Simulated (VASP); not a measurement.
# ZnS with optB86b-vdW: from relaxation to properties, part 2 of 2

How well does optB86b-vdW reproduce what experiment finds for ZnS? The cell is relaxed first, and properties follow on it. The start is a cell from a database of measured crystal structures.

VASP 6.6.1; optB86b-vdW; plane waves and PAW (Zn, S).

So far, gap on the k-mesh (eV): step 2 (relaxing cell and atoms (optB86b-vdW)) 2.06; step 5 (total and projected DOS (optB86b-vdW)) 2.06; step 6 (optical spectrum (optB86b-vdW)) 2.06; step 7 (volume scan with optB86b-vdW) 2.34; step 8 (volume scan with optB86b-vdW (run 2)) 2.24.

The database entry behind the starting cell differs from later determinations by our own check (about 0.1 % short), so it need not match the best structure at ambient conditions.

## (9) Volume scan with optB86b-vdW (run 3) (continued)

The pressure falls from 3.40 to 1.64 GPa.

The run ends at a pressure of 1.64 GPa.

## (10) Volume scan with optB86b-vdW (run 4)

Contents of INCAR:

```
SYSTEM = ZnS
PREC = Accurate
ENCUT = 400
EDIFF = 1E-06
NELM = 100
ISMEAR = 0
SIGMA = 0.05
LREAL = .FALSE.
ALGO = Normal
GGA = MK
AGGAC = 0
LUSE_VDW = .TRUE.
PARAM1 = 0.1234
PARAM2 = 1
LASPH = .TRUE.
NBANDS = 15
LORBIT = 11
LWAVE = .FALSE.
LCHARG = .FALSE.
KPAR = 2
ISIF = 2
```

Contents of POSCAR:

```
ZnS
1.0
    0.0000000000      2.6995462427      2.6995462427
    2.6995462427      0.0000000000      2.6995462427
    2.6995462427      2.6995462427      0.0000000000
Zn S
1 1
Direct
    0.2500000000      0.2500000000      0.2500000000
    0.0000000000      0.0000000000      0.0000000000
```

Contents of KPOINTS:

```
Automatic mesh
0
Gamma
7 7 7
0 0 0
```

The projector-augmented-wave data sets are Zn and S (PBE family, release 64).

The run is started by

```console
> mpirun -np 2 vasp_std
```

Wall time 33 s (2 MPI ranks of AMD EPYC 7R43, shared host); peak memory 0.56 GiB; 63 s of CPU time.

The pressure falls from 1.64 to 0.05 GPa.

The run ends at a pressure of 0.05 GPa.

## (11) Volume scan with optB86b-vdW (run 5)

INCAR is that of step 10.

Contents of POSCAR:

```
ZnS
1.0
    0.0000000000      2.7174245534      2.7174245534
    2.7174245534      0.0000000000      2.7174245534
    2.7174245534      2.7174245534      0.0000000000
Zn S
1 1
Direct
    0.2500000000      0.2500000000      0.2500000000
    0.0000000000      0.0000000000      0.0000000000
```

KPOINTS is that of step 10.

The run is started by

```console
> mpirun -np 2 vasp_std
```

Elapsed: 33 s, on 2 MPI ranks; peak memory 0.56 GiB.

The pressure falls from 0.05 to -1.37 GPa, so it vanishes between these two volumes.

## (12) Volume scan with optB86b-vdW (run 6)

INCAR is that of step 11.

Contents of POSCAR:

```
ZnS
1.0
    0.0000000000      2.7350706618      2.7350706618
    2.7350706618      0.0000000000      2.7350706618
    2.7350706618      2.7350706618      0.0000000000
Zn S
1 1
Direct
    0.2500000000      0.2500000000      0.2500000000
    0.0000000000      0.0000000000      0.0000000000
```

KPOINTS is that of step 11.

The run is started by

```console
> mpirun -np 2 vasp_std
```

It took 31 s on 2 MPI ranks; peak memory 0.56 GiB; 59 s of CPU time.

The pressure falls from -1.37 to -2.63 GPa.

The run ends at a pressure of -2.63 GPa.

## (13) Volume scan with optB86b-vdW (run 7)

A prediction first. A parabola through the 6 pressures of evenly scaled cells so far, P = 0.05 -75.0 t +172 t² GPa with t = ln(V/V₁) and V₁ the volume at scale 1, gives -3.74 GPa at t = +0.0583.

INCAR is that of step 12.

Contents of POSCAR:

```
ZnS
1.0
    0.0000000000      2.7524919638      2.7524919638
    2.7524919638      0.0000000000      2.7524919638
    2.7524919638      2.7524919638      0.0000000000
Zn S
1 1
Direct
    0.2500000000      0.2500000000      0.2500000000
    0.0000000000      0.0000000000      0.0000000000
```

KPOINTS is that of step 12.

The run is started by

```console
> mpirun -np 2 vasp_std
```

Run time: 38 s. Hardware: 2 MPI ranks; peak memory 0.55 GiB; 73 s of CPU time.

The pressure falls from -2.63 to -3.76 GPa. The parabola predicted -3.74 GPa, +0.03 GPa off.

## (14) The series together

Times are for 2 MPI ranks of AMD EPYC 7R43, shared host. The series side by side:

| no. | volume scale | energy above the lowest point (meV/atom) | pressure (GPa) | gap on the k-mesh (eV) | time | memory (GiB) |
| --- | --- | --- | --- | --- | --- | --- |
| 1 | 0.94 | 21.18 | 5.354 | 2.341 | 24 s | 0.46 |
| 2 | 0.96 | 9.72 | 3.398 | 2.243 | 33 s | 0.56 |
| 3 | 0.98 | 2.78 | 1.642 | 2.149 | 31 s | 0.54 |
| 4 | 1 | 0 | 0.05115 | 2.058 | 33 s | 0.56 |
| 5 | 1.02 | 1.01 | -1.369 | 1.970 | 33 s | 0.56 |
| 6 | 1.04 | 5.13 | -2.627 | 1.884 | 31 s | 0.56 |
| 7 | 1.06 | 12.39 | -3.764 | 1.801 | 38 s | 0.55 |

## (15) Fit for optB86b-vdW

This step: Birch-Murnaghan fit, optB86b-vdW; plane waves and PAW (VASP 6.6.1).

This step runs nothing: it gathers the runs above.

This step gave:

| Item | Value |
| --- | --- |
| pressure derivative of the bulk modulus | 4.460 |
| r.m.s. error of the fit | 3.32e-5 eV/atom |
| minimum inside the sampled range | yes |
| bulk modulus | 73.55 GPa |
| equilibrium volume of the fit | 19.77 Å³/atom |

Energy above the fitted minimum against volume:

| volume (Å³/atom) | energy above the fitted minimum (eV/atom) |
| --- | --- |
| 18.493 | 0.0213 |
| 18.886 | 0.00980 |
| 19.280 | 0.00286 |
| 19.673 | 7.4e-5 |
| 20.067 | 0.00108 |
| 20.460 | 0.00521 |
| 20.854 | 0.0125 |

The fitted volume lies +0.47 % from the relaxed one. At a finite cutoff and mesh the minimum of the energy and the zero of the stress don't quite coincide, and the relaxation stops at a threshold.

## (16) Results

- relaxed volume: 19.67 Å³/atom
- relaxed conventional cell a, b, c: 5.399, 5.399, 5.399 Å
- space group after relaxing, within 0.02 Å: F-43m (No. 216)
- band gap: 2.06 eV, direct
- gap among the points of the DOS mesh alone, an upper bound: 2.06 eV
- strongest peak of ε2, mean over directions: 5.87 eV
- ε1 at zero frequency, no local fields, mean: 6.36
- bulk modulus from the fit: 73.6 GPa
- volume from the fit: 19.8 Å³/atom

With optB86b-vdW, ZnS relaxes to 19.67 Å³/atom in space group F-43m (held by the symmetry of the run), has a direct gap of 2.06 eV and has a bulk modulus of 73.6 GPa. Against the listed cell the volume lies -0.3 %. Band structure (optB86b-vdW): On this path the gap is direct, 2.06 eV, with the valence top at Γ and the conduction bottom at Γ. Semilocal functionals usually underestimate gaps. No search among competing phases was made, and a listed structure need not be the one stable at ambient conditions. All values are for a static lattice at zero temperature.

Computed beside measured:

| quantity | measured | optB86b-vdW | Birch-Murnaghan fit, optB86b-vdW |
| --- | --- | --- | --- |
| lattice constant a (Å) | 5.411 | 5.399 (-0.2 %) | - |
| band gap (direct gap) (eV) | 3.85 | 2.06 (-1.79 eV) | - |
| bulk modulus (GPa) | 76.9 | - | 74 (-4.4 %) |

Measured values from pmc:11595366 (2024) and arxiv:0911.5022 (2009).

Verdict: The lattice constant a is off by -0.2 %: good agreement. The band gap is off by -1.79 eV: a clear miss. Local and semilocal functionals usually give gaps below the measured ones. Zero-point and thermal motion shift the measured gap. The bulk modulus is off by -4.4 %: good agreement. The grades are ours: good and fair within 0.7 and 1.5 % for the lattice constant a and 5 and 12 % for the bulk modulus. Zero-point motion and thermal expansion are not in the computed lattice constants and bulk modulus.

[Lines on the potential files, build, host, timing and source positions are cut from VASP's logs without a mark.]

[Logs are printed without paths, hosts, clocks, repeated set-up lines and the standing remarks that a program may print on its own settings, such as how far it seeks lower states.]

[Hosts, paths, dates, database ids (printed as entryN), source tags and the programs' standing remarks are cut or masked in the printed files.]

[A measured line is paired with the nearest computed mode of its activity, which favours agreement.]
